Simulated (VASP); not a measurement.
The system is Pt2SeS.

```
Pt Se S
1.0
     4.36646    0.00000    0.00000
    -2.18323    3.78147    0.00000
     0.00000    0.00000    5.02058
Pt Se S
2 1 1
Direct
  0.33333 0.66667 0.50000
  0.66667 0.33333 0.50000
  0.00000 0.00000 0.50000
  0.00000 0.00000 0.00000
```

The cell was built by a generator and needn't be a form met in nature.

```yaml
Program: VASP 6.6.1
Task: relaxation of cell and atoms
Functional: PBE
Potentials_or_basis: VASP PAW PBE potentials, release 64 (Pt, Se, S)
Cutoff: 600 eV
k_mesh: 7 × 7 × 6
Occupations: gaussian, width 0.05 eV
Spin: no spin polarisation
```

At the start: pressure 14.3 GPa; volume 20.72 Å³/atom.

Question: Where does the relaxation end?

Answer: Over 7 steps the energy falls by 130.9 meV/atom and the volume is 22.61 Å³/atom (+9.1 %); space group P6/mmm (No. 191, to 0.05 Å).

The path:
```tsv
step	energy change (eV)	largest force (eV/Å)	pressure (GPa)	volume (Å³)
1	0.0000	0.0000	14.28	82.90
2	0.2420	0.0000	-10.02	106.56
3	-0.5147	0.0000	-1.20	92.27
4	-0.5162	0.0000	-0.72	91.84
5	-0.5163	0.0000	-0.52	91.65
6	-0.5232	0.0000	-0.10	90.77
7	-0.5238	0.0000	0.08	90.44
```

Final structure:
```yaml
crystal:
  lattice:
    - [4.59400, 0.00000, 0.00000]
    - [-2.29700, 3.97852, 0.00000]
    - [0.00000, 0.00000, 4.94794]
  atoms:
    - { symbol: Pt, position: [0.33333, 0.66667, 0.50000] }
    - { symbol: Pt, position: [0.66667, 0.33333, 0.50000] }
    - { symbol: Se, position: [0.00000, 0.00000, 0.50000] }
    - { symbol: S, position: [0.00000, 0.00000, 0.00000] }
```
